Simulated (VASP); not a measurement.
VASP ran on this input.

**INCAR**
```
SYSTEM  =  LiCl
PREC  =  Accurate; ENCUT  =  520; LREAL  =  F
LASPH  =  T
EDIFF  =  1E-7; NELM  =  100; ALGO  =  Normal
ISMEAR  =  -5
GGA  =  RP
ISIF  =  2
LWAVE  =  F; LCHARG  =  T; LORBIT  =  11
NEDOS  =  601
```

File KPOINTS:
```
Automatic mesh
0
Gamma
10 10 10
0 0 0
```

POSCAR:
```
LiCl
5.2506610
  0.0000000000   0.4999999767   0.4999999767
  0.4999999767   0.0000000000   0.4999999767
  0.4999999767   0.4999999767   0.0000000000
Li Cl
1 1
Direct
  0.0000000000   0.0000000000   0.0000000000
  0.5000000000   0.5000000000   0.5000000000
```

POTCAR, in this order: Li_sv Cl (PBE.64 set). Program: vasp_std.

Task: Translate this RPBE calculation to Quantum ESPRESSO's pw.x.

Result: One equivalent input (not run):
```
&CONTROL
  calculation = 'scf'
  pseudo_dir = './pseudo'
  outdir = './out'
  tprnfor = .true.
  tstress = .true.
/
&SYSTEM
  ibrav = 0
  nat = 2
  ntyp = 2
  ecutwfc = 74
  occupations = 'tetrahedra'
  input_dft = 'rpbe'
/
&ELECTRONS
  conv_thr = 7.3e-09
  electron_maxstep = 100
/
ATOMIC_SPECIES
  Li 6.940 Li.upf
  Cl 35.450 Cl.upf
CELL_PARAMETERS angstrom
     0.0000000    2.6253304    2.6253304
     2.6253304    0.0000000    2.6253304
     2.6253304    2.6253304    0.0000000
ATOMIC_POSITIONS crystal
  Li   0.0000000  0.0000000  0.0000000
  Cl   0.5000000  0.5000000  0.5000000
K_POINTS automatic
  10 10 10 0 0 0
```
What does not carry over: the potentials are each code's own (VASP's PAW set, PseudoDojo norm-conserving files in pw.x), so ENCUT and ecutwfc are chosen apart and not converted; conv_thr bounds pw.x's estimated SCF error, while EDIFF bounds the energy change between steps.

The compound is LiCl in the rock salt structure. It was relaxed first, which changed the volume by +7 %.
